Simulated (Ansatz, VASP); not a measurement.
# Cross-check of SnSe2 between VASP and Ansatz, part 2 of 2

One calculation is typed for both programs; each brings its own data sets. How far apart do they land? The cell is taken from a series of runs on this material, whose earlier steps may have relaxed, scaled, displaced or heated it; both programs get it as it stands.

VASP 6.6.1 and Ansatz 0.2.0.

So far: Starting point; VASP: zone-centre phonons, PBE, pair 1.

## 3. Ansatz: zone-centre phonons, PBE, pair 1

Level of this step: Ansatz beside VASP: Kohn-Sham DFT, plane waves, PBE (Ansatz).

Ansatz runs on its PAW soft_1 files.

The same cell, functional, mesh and smearing now go to Ansatz, which takes its cutoff from its data sets.

Contents of input.yaml:

```yaml
crystal:
  lattice:
    - [3.7183109932, 0.0, 0.0]
    - [-1.8591554966, 3.2201517793, 0.0]
    - [0.0, 0.0, 30.46]
  atoms:
    - { symbol: Sn, position: [0.3333333333, 0.6666666667, 0.3282994091] }
    - { symbol: Se, position: [0.6666666667, 0.3333333333, 0.3852874605] }
    - { symbol: Se, position: [0.6666666667, 0.3333333333, 0.2713113576] }
  periodic: [true, true, false]
kpoints:
  mp_grid: { grid: [12, 12, 1] }
hamiltonian:
  xc: pbe
  pseudopotentials: { kind: paw, azcp: { folder: soft_1 } }
scf:
  occupations: { method: gaussian, width: 0.1 }
output:
  eigenvalues: true
phonons:
  method: dfpt
```

The run is started by

```console
ansatz run input.yaml --threads 4 --pin off --max-ram 16384MiB --backend cpu --events-out ev --progress --plain --runs-dir out
```

Numbers of over 12 decimals in the logs are rounded to 6 here.

The log of the run:

```text
Warning: crystal.symmetry: narrowed to the stabiliser of the run's FFT grids — unitary ops 12 → 6. A phonons.method: dfpt run fills in the rows of the dynamical matrix that it does not solve by its symmetry operations, which is exact only for operations that map its FFT grids onto themselves: filled in by any other, the frequencies could depend on the order in which like atoms are typed, or, by more than the grids' own error, on where the crystal sits among the grids' points. Excluded: 6 operations. The run can therefore solve more perturbations, solve them on more k-points, or both, and cost more. [rest of the remark cut]
Engine: ansatz 0.2.0, aarch64-unknown-linux-gnu
Pseudopotentials: kind: paw
Pseudopotential: Sn, paw, valence charge 14, recommended cutoff 420 eV (normal), soft_1/Sn.paw.azcp
Pseudopotential: Se, paw, valence charge 16, recommended cutoff 420 eV (normal), soft_1/Se.paw.azcp
Functional definition: PBE
  parameter kappa = 0.804
  parameter beta = 0.066725
  exchange = pbe_x(kappa = kappa, mu = beta*pi^2/3)
  correlation = pbe_c(beta = beta)
Crystal: 3 atoms, lattice volume = 364.714 Å³
Basis set: ecut = 420 eV, 7169 PW (Γ), exchange–correlation on 50×50×432 points (8 copies of the dense FFT grid, shifted against one another)
Bands: 28, of which v1, the nominal top of the filled ones, is band 23 counted from 1 (22 counted from 0)
Symmetry: 12 space group operations
k-points: 43 of 144 (irreducible under 2 space group operations, time reversal used)
Non-local potential: Sn, projectors of the file, l = 0: 2, l = 1: 2, l = 2: 2, l = 3: 1
Non-local potential: Se, projectors of the file, l = 0: 2, l = 1: 2, l = 2: 3, l = 3: 1
PAW form: soft (Blöchl's): semilocal exchange-correlation on the pseudo side does not see the compensation charge
PAW one-centre angular grid: Sn, 590 points (default); XC on 64 Gauss nodes
PAW one-centre angular grid: Se, 590 points (default); XC on 64 Gauss nodes
Initial density: superposition of atomic densities (neutral atoms: chi_scale 0, normalization atom)
Initial wavefunctions: pseudopotential atomic-orbital guess
Functional: x = pbe(κ = 0.804, μ = 0.219515), c = pbe(β = 0.066725)
iter 1 solved again at ethr=2.86e-3 eV; its pass at ethr=3.10e-3 eV (dr2=1.31e0 eV) is discarded
SCF iter   1: F=—  HF=-16963.036335 eV  |F-HF|=—  |Δ(HF+E_count)|=         —  Δρ=1.43e-2  dr2=1.33e0  ethr=2.86e-3  ⟨swp⟩=1.0  Hψ=9371  notcnv=0
preconditioner: auto → Resta (q_TF=auto, 1.932 Å⁻¹)  ε∞=1.6  [insulator: Δε(μ)=0.271 eV  Ē_g=9.703 eV  σ=0.100 eV  W_gap=0.94  n_scr=18 (ndim 8)  ℏωp=7.8 eV  f_vac=0.760  D(μ)=0.07/eV (n_scr^D=0)  ε∞_Penn≈1.6  vacuum switching on, ρ_ref=6.8e-3 e/Å³]
SCF iter   2: F=—  HF=-16962.704783 eV  |F-HF|=—  |Δ(HF+E_count)|=   3.32e-1  Δρ=6.08e-3  dr2=2.13e-1  ethr=2.86e-3  ⟨swp⟩=4.0  Hψ=2277  notcnv=0
preconditioner: auto → LDOS  [metal: Δε(μ)=0.061 eV  Ē_g=9.441 eV  σ=0.100 eV  W_gap=0.33  n_scr=18 (ndim 8)  ℏωp=7.8 eV  f_vac=0.762  D(μ)=0.92/eV (n_scr^D=6)  β→1.0]
SCF iter   3: F=—  HF=-16962.682529 eV  |F-HF|=—  |Δ(HF+E_count)|=   2.23e-2  Δρ=2.71e-3  dr2=8.26e-2  ethr=4.64e-4  ⟨swp⟩=4.2  Hψ=3192  notcnv=0  defer=34
SCF iter   4: F=—  HF=-16962.666933 eV  |F-HF|=—  |Δ(HF+E_count)|=   1.56e-2  Δρ=7.02e-4  dr2=3.94e-3  ethr=1.80e-4  ⟨swp⟩=3.0  Hψ=1845  notcnv=0  defer=34
SCF iter   5: F=—  HF=-16962.666444 eV  |F-HF|=—  |Δ(HF+E_count)|=   4.89e-4  Δρ=1.53e-4  dr2=5.12e-5  ethr=8.57e-6  ⟨swp⟩=3.1  Hψ=1932  notcnv=0  defer=34
SCF iter   6: F=—  HF=-16962.666471 eV  |F-HF|=—  |Δ(HF+E_count)|=   2.62e-5  Δρ=5.00e-5  dr2=7.72e-6  ethr=1.11e-7  ⟨swp⟩=3.5  Hψ=2690  notcnv=0  defer=34
SCF iter   7: F=—  HF=-16962.666480 eV  |F-HF|=—  |Δ(HF+E_count)|=   9.02e-6  Δρ=5.86e-6  dr2=9.80e-8  ethr=1.68e-8  ⟨swp⟩=3.6  Hψ=2404  notcnv=0  defer=34
SCF iter   8: F=—  HF=-16962.666522 eV  |F-HF|=—  |Δ(HF+E_count)|=   4.20e-5  Δρ=1.38e-6  dr2=5.69e-9  ethr=2.13e-10  ⟨swp⟩=3.0  Hψ=2058  notcnv=0  defer=34
SCF iter   9: F=—  HF=-16962.666522 eV  |F-HF|=—  |Δ(HF+E_count)|=   1.58e-8  Δρ=1.76e-7  dr2=1.31e-10  ethr=1.24e-11  ⟨swp⟩=3.3  Hψ=2102  notcnv=0  defer=34
SCF iter  10: F=-16962.666522 eV  HF=-16962.666522 eV  |F-HF|=1.82e-11  |Δ(HF+E_count)|=  4.07e-10  Δρ=4.42e-8  dr2=5.82e-12  ethr=1.00e-12  ⟨swp⟩=19.4  Hψ=8983  notcnv=0
SCF 1 converged in 10 iterations: F = -16962.666522 eV  dr2 = 5.82e-12
  greatest PAW one-centre occupation: 1.000 electrons in one spin orbital (limit 2), on the Se atom at site 2 (counted from 0), in its partial waves of l = 2
DFPT response loops at Γ: preconditioner auto → none (partly filled bands, converged f_vac=0.764); β = 0.50; Broyden in place of MSR1
SCF converged after 10 iterations
Free energy (F): -16962.666522 eV
Harris-Foulkes:  -16962.666522 eV  (|F-HF|=1.82e-11)
Internal energy: -16962.662255 eV  (E = F + TS)
E sigma→0 (E₀):  -16962.664388 eV
Entropy (-TS):   -0.004267 eV (-1.422 meV/atom)
Fermi energy:    -5.487035 eV
--- Per-component energies (eV) ---
  E_band       = -1501.812274
  E_kinetic    = 389.363288
  E_local      = -100068.765763  (includes V_loc(G=0)·N_el)
  E_nonlocal   = -563.601156
  E_hartree    = 49851.790095
  E_xc         = -294.937532
  E_vxc        = -259.583124  (∫ρ·V_xc dr)
  E_paw        = -8631.508526  (= ΣΔE_a)
  E_vpaw       = -702.805216  (= ΣTr[D̂ρ^β])
  E_aug_tail   = -0.000442  (compensation charges beyond the density's cutoff)
  E_ewald      = 42354.997781
  E_smearing   = -0.004267  (= −TS)
  E_closure    = -0.000000  (closes the sum)
  Σ components = -16962.666522   (vs F -16962.666522, Δ=0.00e0)
--- Band table (eV; the first three rows and the last of 43) ---
  k-point 0: bands = [... 19 lower, -6.2412, -6.2412, -5.4693, -5.4693, -4.8615, -1.7836 (-1.7836°), -1.2436, -1.2436, ... 1 higher]
  k-point 1: bands = [... 19 lower, -6.9368, -6.3872, -5.9137, -5.5305, -4.3903, -1.6023 (-1.6023°), -1.3699 (-1.3699°), -1.0918, ... 1 higher]
  k-point 2: bands = [... 19 lower, -7.5464, -6.7390, -6.6739, -5.6894, -4.0555, -2.1542, -0.7846 (-0.7846°), -0.7109, ... 1 higher]
  k-point 42: bands = [... 19 lower, -9.2943, -9.1056, -7.3871, -6.1738, -4.6241, -2.7980, -0.4920, 0.0093, ... 1 higher]
  ° read free of the cell's end (the report's vacuum.weakly_bound_levels)
--- Phonons (Γ-DFPT): 6 representative perturbations + reference, on 43 of 144 k-points (Σ response iterations 27) ---
  ASR residual: 6.723e-5 → 0.000e0 eV/Å²; symmetrization residual: 4.311e-5 eV/Å²
  The last average, over the group as it would stand without the narrowing to the FFT grids, took up to 8.636e-6 eV/Å² of the zone centre's force constants
  ASR residual per site (eV/Å²): 6.72e-5 1.89e-5 1.53e-5
  Γ frequencies (cm⁻¹): -76.05 -76.05 0.00 0.00 0.00 136.48 136.48 197.45 234.37
  non-analytic LO–TO correction: not included (Born effective charges unavailable; polar crystals: no LO–TO splitting at Γ)
```

Reading the cycles: dr2 is the Hartree energy of the density residual (eV), the measure of convergence; HF is the Harris–Foulkes estimate of the energy, which meets the free energy F at convergence.

## 4. Comparison

Known differences besides the potentials themselves: Ansatz cuts the interaction across the vacuum, VASP repeats the sheet without a dipole correction; the data sets hold 46 valence electrons in Ansatz (on its PAW soft_1 files) and 26 in VASP; the cutoff is 420 eV in Ansatz and 500 eV in VASP. Total energies have different zeros and are not compared.

The two programs side by side:

| quantity | Ansatz | VASP | difference |
| --- | --- | --- | --- |
| optical mode 1 to 2 (imaginary, printed as negative) (cm⁻¹) | -76.0 | -76.3 | +0.2 |
| optical mode 3 to 4 (cm⁻¹) | 136.5 | 136.8 | -0.21 % |
| optical mode 5 (cm⁻¹) | 197.4 | 197.9 | -0.23 % |
| optical mode 6 (cm⁻¹) | 234.4 | 234.9 | -0.21 % |

Modes are paired by rising frequency, not by their patterns, so a pair may set unlike modes beside each other; they are those without the splitting of longitudinal modes. Where the cell holds vacuum, a pressure given here is an average over it and none of the material.

## 5. VASP: zone-centre phonons, PBE, pair 2

Second derivatives magnify differences that forces hide, and they need a tight electronic threshold.

Contents of INCAR:

```
SYSTEM = SnSe2
PREC = Accurate
ENCUT = 500
EDIFF = 1E-08
NELM = 120
ISMEAR = 0
SIGMA = 0.1
LREAL = .FALSE.
ALGO = Normal
GGA = PE
NBANDS = 19
LORBIT = 11
LWAVE = .FALSE.
LCHARG = .FALSE.
ISIF = 2
IBRION = 8
LASPH = .TRUE.
GGA_COMPAT = .FALSE.
NELMDL = -8
KPAR = 2
```

Contents of POSCAR:

```
SnSe2
1.0
    3.6803690443      0.0000000000      0.0000000000
   -1.8401845221      3.2858691626      0.0000000000
    0.0000000000      0.0000000000     30.4600000000
Sn Se
1 2
Direct
    0.3347220502      0.6694441005      0.3282994091
    0.6659723082      0.3319446164      0.3852152288
    0.6659723082      0.3319446164      0.2713835894
```

Contents of KPOINTS:

```
Automatic mesh
0
Gamma
12 12 1
0 0 0
```

Potentials, in the order of the species: Sn_d and Se (PBE family, release 64).

The run is started by

```console
mpirun -np 2 vasp_std
```

The log of the run:

```text
[... set-up lines as in an earlier step ...]
 entering main loop
       N       E                     dE             d eps       ncg     rms          rms(c)
DAV:   1     0.174634951629E+03    0.17463E+03   -0.10305E+04  1970   0.993E+02
DAV:   2     0.908622032402E+01   -0.16555E+03   -0.16103E+03  2224   0.216E+02
DAV:   3    -0.108381186820E+02   -0.19924E+02   -0.19730E+02  2043   0.867E+01
DAV:   4    -0.114025171974E+02   -0.56440E+00   -0.56324E+00  2223   0.175E+01
[...]
DAV:  26    -0.110509466178E+02   -0.13446E-06    0.52712E-10  1743   0.102E-04    0.611E-05
DAV:  27    -0.110509466804E+02   -0.62596E-07    0.11122E-09  1551   0.653E-05    0.425E-05
DAV:  28    -0.110509466881E+02   -0.76243E-08    0.17133E-09  1561   0.280E-05
   1 F= -.11050947E+02 E0= -.11049034E+02  d E =-.382615E-02
 Linear response reoptimize wavefunctions to high precision
DAV:   1    -0.110509466929E+02   -0.48271E-08    0.17141E-09  1626   0.210E-05
DAV:   2    -0.110509466930E+02   -0.69122E-10    0.17457E-09  1271   0.859E-06
[...]
RMM:  12    -0.786903036725E-01   -0.23501E-07    0.65612E-08  3420   0.255E-05    0.316E-06
RMM:  13    -0.786903206782E-01   -0.17006E-07    0.42608E-08  3585   0.123E-05    0.248E-06
RMM:  14    -0.786903158959E-01    0.47823E-08    0.11648E-08  3146   0.189E-05    0.119E-06
 first order change of Fermi-energy  -0.37079E-01
 force on displaced ion       2 direction 2 :  -0.000  -0.173   0.029
 Linear response progress:
  Degree of freedom:   6/  6
       N       E                     dE             d eps       ncg     rms          rms(c)
RMM:   1    -0.118404875828E+00   -0.11840E+00    0.58227E-02  3587   0.147E+00
RMM:   2    -0.115890066123E+00    0.25148E-02   -0.33058E-03  2968   0.286E-01    0.984E-02
RMM:   3    -0.115729488106E+00    0.16058E-03   -0.31745E-04  3180   0.956E-02    0.490E-02
RMM:   4    -0.115681687291E+00    0.47801E-04   -0.78479E-05  3169   0.428E-02    0.292E-02
[...]
RMM:  16    -0.115711532107E+00   -0.28859E-07    0.87339E-08  3386   0.280E-05    0.336E-06
RMM:  17    -0.115711557907E+00   -0.25801E-07   -0.26011E-08  3314   0.275E-05    0.294E-06
RMM:  18    -0.115711554649E+00    0.32581E-08   -0.32849E-09  3286   0.180E-05    0.120E-06
 first order change of Fermi-energy   0.12899E+00
 force on displaced ion       2 direction 3 :   0.000   0.024  -9.049
 Linear response finished
```

From OUTCAR (step 5):

```text
  Total        1.7126119      0.5278468      0.0432500      0.0000000      0.0000000      0.0000000
  in kB        7.4490005      2.2958680      0.1881157      0.0000000      0.0000000      0.0000000
  external PRESSURE =       3.3109947 kB  Pullay stress =       0.0000000 kB

 POSITION                                       TOTAL-FORCE (eV/Angst)
 -----------------------------------------------------------------------------------
     -0.00000      2.19971     10.00000         0.000000      0.000485      0.000000
      1.84018      1.09073     11.73366        -0.000000     -0.000242      0.016265
      1.84018      1.09073      8.26634        -0.000000     -0.000242     -0.016265
 -----------------------------------------------------------------------------------
    total drift:                                0.000000     -0.000560      0.000091

[... 2 further parts left out ...]
```

## 6. Ansatz: zone-centre phonons, PBE, pair 2

The same cell, functional, mesh and smearing now go to Ansatz, which takes its cutoff from its data sets.

The cell is taken from a series of runs on this material, whose earlier steps may have relaxed, scaled, displaced or heated it; both programs get it as it stands.

input.yaml, the sections that differ from step 3:

```yaml
crystal:
  lattice:
    - [3.6803690443, 0.0, 0.0]
    - [-1.8401845221, 3.2858691626, 0.0]
    - [0.0, 0.0, 30.46]
  atoms:
    - { symbol: Sn, position: [0.3347220502, 0.6694441005, 0.3282994091] }
    - { symbol: Se, position: [0.6659723082, 0.3319446164, 0.3852152288] }
    - { symbol: Se, position: [0.6659723082, 0.3319446164, 0.2713835894] }
  periodic: [true, true, false]
# kpoints, hamiltonian, scf, output, phonons: as in step 3
```

The run is started by

```console
ansatz run input.yaml --threads 4 --pin off --max-ram 16384MiB --backend cpu --events-out ev --progress --plain --runs-dir out
```

The log of the run:

```text
[...]
Crystal: 3 atoms, lattice volume = 368.359 Å³
Basis set: ecut = 420 eV, 7229 PW (Γ), exchange–correlation on 54×54×432 points (8 copies of the dense FFT grid, shifted against one another)
Bands: 28, of which v1, the nominal top of the filled ones, is band 23 counted from 1 (22 counted from 0)
Symmetry: 4 space group operations
[...]
k-point 42: bands = [... 19 lower, -9.3081, -9.0757, -7.3742, -6.1477, -4.6998, -2.8289, -0.6974, -0.1510, ... 1 higher]
  ° read free of the cell's end (the report's vacuum.weakly_bound_levels)
[...]
ASR residual: 1.423e-4 → 0.000e0 eV/Å²; symmetrization residual: 2.941e-5 eV/Å²
[...]
ASR residual per site (eV/Å²): 1.42e-4 4.82e-5 3.48e-5
  Γ frequencies (cm⁻¹): -80.11 -75.50 0.00 0.00 0.00 133.16 136.49 197.77 231.48
[...]
[key lines of the parts left out:]
SCF converged after 11 iterations
Free energy (F): -16962.670328 eV
Fermi energy:    -5.517699 eV
```

## 7. Comparison

What differs besides the data sets and the points named for the pairs above, as far as they apply: the data sets hold 46 valence electrons in Ansatz (on its PAW soft_1 files) and 26 in VASP. Total energies have different zeros and are not compared.

Both answers:

| quantity | Ansatz | VASP | difference |
| --- | --- | --- | --- |
| optical mode 1 (imaginary, printed as negative) (cm⁻¹) | -80.1 | -80.3 | +0.2 |
| optical mode 2 (imaginary, printed as negative) (cm⁻¹) | -75.5 | -75.7 | +0.2 |
| optical mode 3 (cm⁻¹) | 133.2 | 133.6 | -0.32 % |
| optical mode 4 (cm⁻¹) | 136.5 | 136.7 | -0.16 % |
| optical mode 5 (cm⁻¹) | 197.8 | 198.2 | -0.20 % |
| optical mode 6 (cm⁻¹) | 231.5 | 231.8 | -0.15 % |

Modes are paired by rising frequency, not by their patterns, so a pair may set unlike modes beside each other; they are those without the splitting of longitudinal modes. Where the cell holds vacuum, a pressure given here is an average over it and none of the material.

## 8. Results

```json
{
  "r.m.s. difference of the optical zone-centre modes, each program's sorted by frequency (zone-centre phonons, PBE, pair 1)": "0.35 cm⁻¹",
  "r.m.s. difference of the optical zone-centre modes, each program's sorted by frequency (zone-centre phonons, PBE, pair 2)": "0.32 cm⁻¹"
}
```

What this shows: The r.m.s. difference of the optical zone-centre modes, each program's sorted by frequency is 0.35 cm⁻¹ (zone-centre phonons, PBE, pair 1). The data sets hold unlike numbers of valence electrons (46 in Ansatz and 26 in VASP), so part of the differences may come from the potentials. How closely two codes agree says nothing of how well the functional describes the real material.

[Lines on the potential files, build, host, timing and source positions are cut from VASP's logs without a mark.]

[Logs are printed without paths, hosts, clocks, repeated set-up lines and the standing remarks that a program may print on its own settings, such as how far it seeks lower states.]

[Hosts, paths, dates, database ids (printed as entryN), source tags and the programs' standing remarks are cut or masked in the printed files.]
